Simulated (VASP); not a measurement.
Input:

```xyz
2
Lattice="0.0000 2.8401 2.8401 2.8401 0.0000 2.8401 2.8401 2.8401 0.0000" Properties=species:S:1:pos:R:3 pbc="T T T"
Ga     0.0000     0.0000     0.0000
As     1.4201     1.4201     1.4201
```

Level of theory: PBE GGA with D3 dispersion (Becke-Johnson damping), VASP's PBE PAW potentials (set 64) (plane waves; VASP). Settings: 520 eV cut-off, Gaussian smearing of 0.050 eV, potentials Ga_d As.

Q: Give the energies of bands 7 to 12 at the high-symmetry points, in eV from the valence-band maximum.

A: 
```tsv
band	Γ	X	U	L	W
7	0.00	-6.75	-6.57	-6.56	-6.57
8	0.00	-2.63	-3.79	-1.12	-3.47
9	0.00	-2.63	-2.22	-1.12	-3.28
10	0.41	1.49	1.97	0.96	4.55
11	3.73	1.66	4.60	4.63	4.71
12	3.73	10.05	7.87	4.63	5.37
```

The gap is direct, 0.41 eV, from the valence maximum at Γ to the conduction minimum at Γ.

Measured: gap 1.57 eV (computed value off by -1.16 eV), as given by Wei Chen et al., Physical Review Materials (2018), doi:10.1103/physrevmaterials.2.073803 [zero-point renormalisation of 0.05 eV added back (the table's ZPR column)].

The compound is GaAs in the zinc blende structure. It was relaxed first.
